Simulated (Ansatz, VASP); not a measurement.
# Cross-check of Al5CN (CN/Al(110)) between VASP and Ansatz, part 2 of 2

Wanted: the spread between two codes on one cell, functional and k mesh. Of the first pair: The cell is taken from a series of runs on this material, whose earlier steps may have relaxed, scaled, displaced or heated it; both programs get it as it stands.

VASP 6.6.1 and Ansatz 0.2.0.

So far. Step 4 (Comparison): The forces differ by 102 meV/Å r.m.s., which is 90.6 % of the r.m.s. force of 0.113 eV/Å (both taken over all components). With vacuum in the cell, a pressure given here is an average over mostly empty space and none of the material.

## 5. Ansatz: relaxation, PBE

Level of this step: Ansatz beside VASP: Kohn-Sham DFT, plane waves, PBE (Ansatz).

The two programs are compared at the cell with which this relaxation starts, whose forces are those of its first step.

The structure compared here is the start of the Ansatz relaxation; VASP solves that cell, so the two are compared at the walk's first step.

input.yaml

```yaml
crystal:
  lattice:
    - [4.05, 0.0, 0.0]
    - [0.0, 2.8637824638, 0.0]
    - [0.0, 0.0, 21.4075649276]
  atoms:
    - { symbol: Al, position: [0.0, 0.0, 0.3269872133] }
    - { symbol: Al, position: [0.5, 0.5, 0.3938743739] }
    - { symbol: Al, position: [0.0, 0.0, 0.4607615344] }
    - { symbol: Al, position: [0.5, 0.5, 0.5276486949] }
    - { symbol: Al, position: [0.0, 0.0, 0.5945358555] }
    - { symbol: C, position: [0.5, 0.5, 0.617892085] }
    - { symbol: "N", position: [0.5, 0.5, 0.6730127867] }
kpoints:
  mp_grid: { grid: [8, 11, 1] }
hamiltonian:
  xc: pbe
scf:
  occupations: { method: fermi_dirac, width: 0.1 }
efield:
  axis: 3
  dipole_correction: true
  ramp_width: 0.05
relax:
  f_tol: 0.02
  max_steps: 60
  constraints: [{ sites: [0, 1, 2] }]
output:
  write_potential: true
  write_density: true
  volumetric_format: npy
```

Started as:

```
$ ansatz run input.yaml --threads 2 --pin off --max-ram 4096MiB --backend cpu --events-out ev --progress --plain --runs-dir out
```

Numbers of over 12 decimals in the logs are rounded to 6 here.

The program printed:

```text
[...]
Crystal: 7 atoms, lattice volume = 248.292 Å³
Basis set: ecut = 420 eV, 4855 PW (Γ), exchange–correlation on 60×40×288 points (8 copies of the dense FFT grid, shifted against one another)
Bands: 19, of which v1, the nominal top of the filled ones, is band 12 counted from 1 (11 counted from 0)
Symmetry: 4 space group operations
[...]
atoms:
    - { symbol: Al, position: [0.0, 0.0, 0.326987] }
    - { symbol: Al, position: [0.5, 0.5, 0.393874] }
    - { symbol: Al, position: [0.0, 0.0, 0.4607615344] }
    - { symbol: Al, position: [0.5, 0.5, 0.531452] }
    - { symbol: Al, position: [0.0, 0.0, 0.592238] }
    - { symbol: C, position: [0.5, 0.5, 0.631800] }
    - { symbol: N, position: [0.5, 0.5, 0.687458] }
[key lines of the parts left out:]
SCF converged after 3 iterations
Free energy (F): -3318.871907 eV
Fermi energy:    -0.358591 eV
Dipole field:    D = -0.135494 V/Å  (p = -0.185918 e·Å, saw-weighted, corrected)
Work function:   Φ+ = 7.2840 eV   Φ− = 4.3833 eV
```

## 6. VASP: single point, PBE, start cell, pair 2

The same cell, functional, mesh and smearing now go to VASP, with its own data sets.

INCAR

```
SYSTEM = Al5CN
PREC = Accurate
ENCUT = 520
EDIFF = 1E-06
NELM = 120
ISMEAR = -1
SIGMA = 0.1
LREAL = .FALSE.
ALGO = Normal
GGA = PE
NBANDS = 19
LORBIT = 11
LWAVE = .FALSE.
LCHARG = .FALSE.
ISIF = 2
LDIPOL = .TRUE.
IDIPOL = 3
DIPOL = 0.5 0.5 0.516
LVHAR = .TRUE.
LASPH = .TRUE.
GGA_COMPAT = .FALSE.
NELMDL = -8
KPAR = 2
```

POSCAR

```
Al5CN
1.0
    4.0500000000      0.0000000000      0.0000000000
    0.0000000000      2.8637824638      0.0000000000
    0.0000000000      0.0000000000     21.4075649276
Al C N
5 1 1
Direct
    0.0000000000      0.9999999190      0.3269872133
    0.5000000000      0.4999999190      0.3938743630
    0.0000000000      0.9999999190      0.4607615127
    0.5000000000      0.4999999190      0.5276487091
    0.0000000000      0.9999999190      0.5945358588
    0.5000000000      0.4999999190      0.6178920884
    0.5000000000      0.4999999190      0.6730127900
```

KPOINTS

```
Automatic mesh
0
Gamma
8 11 1
0 0 0
```

The projector-augmented-wave data sets are Al, C and N (PBE family, release 64).

Started as:

```
$ mpirun -np 2 vasp_std
```

The program printed:

```text
[... set-up lines as in an earlier step ...]
 entering main loop
       N       E                     dE             d eps       ncg     rms          rms(c)
DAV:   1     0.116042937507E+03    0.11604E+03   -0.84336E+03  1140   0.940E+02
DAV:   2    -0.174689849849E+02   -0.13351E+03   -0.12967E+03  1622   0.179E+02
DAV:   3    -0.350097749212E+02   -0.17541E+02   -0.17195E+02  1509   0.671E+01
DAV:   4    -0.357318407810E+02   -0.72207E+00   -0.71669E+00  1605   0.165E+01
[...]
DAV:  26    -0.325028748785E+02   -0.34550E-05   -0.10165E-07   894   0.117E-03    0.255E-04
DAV:  27    -0.325028764904E+02   -0.16120E-05   -0.58200E-08   855   0.940E-04    0.118E-04
DAV:  28    -0.325028773328E+02   -0.84238E-06   -0.29499E-08   879   0.648E-04
   1 F= -.32502877E+02 E0= -.32457346E+02  d E =-.910636E-01
```

From OUTCAR (step 6):

```text
  Total        1.1222486     -0.1720677      6.1379378      0.0000000      0.0000000      0.0000000
  in kB        7.2416468     -1.1103184     39.6068905      0.0000000      0.0000000      0.0000000
  external PRESSURE =      15.2460730 kB  Pullay stress =       0.0000000 kB

 POSITION                                       TOTAL-FORCE (eV/Angst)
 -----------------------------------------------------------------------------------
      0.00000      2.86378      7.00000         0.000000      0.000000      0.085436
      2.02500      1.43189      8.43189         0.000000      0.000000     -0.289953
      0.00000      2.86378      9.86378         0.000000      0.000000      0.236943
      2.02500      1.43189     11.29567         0.000000      0.000000     -1.412726
      0.00000      2.86378     12.72756         0.000000      0.000000     -0.469042
      2.02500      1.43189     13.22757         0.000000      0.000000     -0.816848
      2.02500      1.43189     14.40756         0.000000      0.000000      2.666189
 -----------------------------------------------------------------------------------
    total drift:                                0.000000      0.000278      0.000300

  FREE ENERGIE OF THE ION-ELECTRON SYSTEM (eV)
  ---------------------------------------------------
  free  energy   TOTEN  =       -32.5028773328 eV

  energy  without entropy=      -32.4118137616  energy(sigma->0) =      -32.45734555

[... 2 parts as in an earlier step ...]

[... 1 further part left out ...]
[key lines of the parts left out:]
E-fermi :  -0.2854
```

## 7. Side by side

Forces (eV/Å; atoms numbered as in POSCAR):

```csv
atom,"Ansatz x, y, z","VASP x, y, z"
Al1,"0.000, 0.000, 0.083","0.000, 0.000, 0.085"
Al2,"0.000, 0.000, -0.289","0.000, 0.000, -0.290"
Al3,"0.000, 0.000, 0.237","0.000, 0.000, 0.237"
Al4,"0.000, 0.000, -1.426","0.000, 0.000, -1.413"
Al5,"0.000, 0.000, -0.469","0.000, 0.000, -0.469"
C6,"0.000, 0.000, -0.431","0.000, 0.000, -0.817"
N7,"0.000, 0.000, 2.296","0.000, 0.000, 2.666"
```

The forces differ by 117 meV/Å r.m.s., which is 16.8 % of the r.m.s. force of 0.695 eV/Å (both taken over all components). With vacuum in the cell, a pressure given here is an average over mostly empty space and none of the material.

## 8. What came out

```yaml
r_m_s_force_difference_single_point_pbe_pair_1: 102 meV/Å
r_m_s_force_difference_single_point_pbe_start_cell_pair_2: 17 % of the r.m.s. force
```

In words: The r.m.s. force difference is 102 meV/Å (single point, PBE, pair 1), beyond the 12 meV/Å picked in this series as the mark of a large difference. What causes the difference of the single point, PBE, pair 1 pair stays open here. What causes the difference of the single point, PBE, start cell, pair 2 pair stays open here. 1 further run of this series is not shown here. How closely two codes agree says nothing of how well the functional describes the real material.

[Lines on the potential files, build, host, timing and source positions are cut from VASP's logs without a mark.]

[Logs are printed without paths, hosts, clocks, repeated set-up lines and the standing remarks that a program may print on its own settings, such as how far it seeks lower states.]

[Hosts, paths, dates, database ids (printed as entryN), source tags and the programs' standing remarks are cut or masked in the printed files.]
